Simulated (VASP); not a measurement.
A convergence study with VASP on Ge (diamond): a few settings are varied, all else stays as given below, so the limit is that of these other settings. The cell's lengths are 1 % over those of the tabulated start and one atom is moved, so it is off equilibrium.

```
Ge
1.0
    0.00000     2.85729     2.85729
    2.85729     0.00000     2.85729
    2.85729     2.85729     0.00000
Ge
2
Direct
  0.00000   0.00000   0.00000
  0.23940   0.26060   0.26060
```

These are PBEsol GGA, VASP's PBE PAW potentials (set 64) (plane waves; VASP 6.6.1) values and carry that method's errors. The last row used: ADDGRID = .TRUE., 500 eV cut-off, 9×9×9 Γ-centred mesh, Gaussian smearing of 0.050 eV, potentials Ge_d.

```tsv
setting	E (eV/atom)	pressure (GPa)	largest force (eV/Å)	plane waves
ADDGRID = unset, ENCUT = 200, PREC = Low	-3.1120	-143.67	0.548	310
ADDGRID = unset, ENCUT = 200, PREC = Normal	-3.1105	-143.59	0.544	310
ADDGRID = .TRUE., ENCUT = 200, PREC = Normal	-3.1102	-143.64	0.527	310
ADDGRID = unset, ENCUT = 200, PREC = Accurate	-3.1162	-143.32	0.531	310
ADDGRID = .TRUE., ENCUT = 200, PREC = Accurate	-3.1162	-143.31	0.530	310
ADDGRID = unset, ENCUT = 300, PREC = Low	-4.9226	-2.55	0.626	560
ADDGRID = unset, ENCUT = 300, PREC = Normal	(withheld)	(withheld)	(withheld)	560
ADDGRID = .TRUE., ENCUT = 300, PREC = Normal	(withheld)	(withheld)	0.605	560
ADDGRID = unset, ENCUT = 300, PREC = Accurate	-4.9209	-2.54	0.605	560
ADDGRID = .TRUE., ENCUT = 300, PREC = Accurate	-4.9209	-2.54	0.605	560
ADDGRID = unset, ENCUT = 400, PREC = Low	-4.9240	-1.54	0.626	869
ADDGRID = unset, ENCUT = 400, PREC = Normal	-4.9226	-1.52	0.606	869
ADDGRID = .TRUE., ENCUT = 400, PREC = Normal	-4.9227	-1.51	0.605	869
ADDGRID = unset, ENCUT = 400, PREC = Accurate	-4.9225	-1.54	0.605	869
ADDGRID = .TRUE., ENCUT = 400, PREC = Accurate	-4.9225	-1.55	0.605	869
ADDGRID = unset, ENCUT = 500, PREC = Low	-4.9242	-1.27	0.626	1243
ADDGRID = unset, ENCUT = 500, PREC = Normal	-4.9227	-1.23	0.605	1243
ADDGRID = .TRUE., ENCUT = 500, PREC = Normal	-4.9227	-1.27	0.605	1243
ADDGRID = unset, ENCUT = 500, PREC = Accurate	-4.9227	-1.27	0.605	1243
ADDGRID = .TRUE., ENCUT = 500, PREC = Accurate	-4.9227	-1.27	0.605	1243
```

Fill in the missing entries.

- ADDGRID = unset, ENCUT = 300, PREC = Normal, E (eV/atom): -4.9212
- ADDGRID = unset, ENCUT = 300, PREC = Normal, pressure (GPa): -2.50
- ADDGRID = unset, ENCUT = 300, PREC = Normal, largest force (eV/Å): 0.601
- ADDGRID = .TRUE., ENCUT = 300, PREC = Normal, E (eV/atom): -4.9213
- ADDGRID = .TRUE., ENCUT = 300, PREC = Normal, pressure (GPa): -2.52

Left out are rungs that failed or repeat a setting and relaxations that didn't move; long series are thinned to 24 rows.

The compound is Ge in the diamond structure. The cell was not relaxed at this level, it is distorted from the ideal structure.
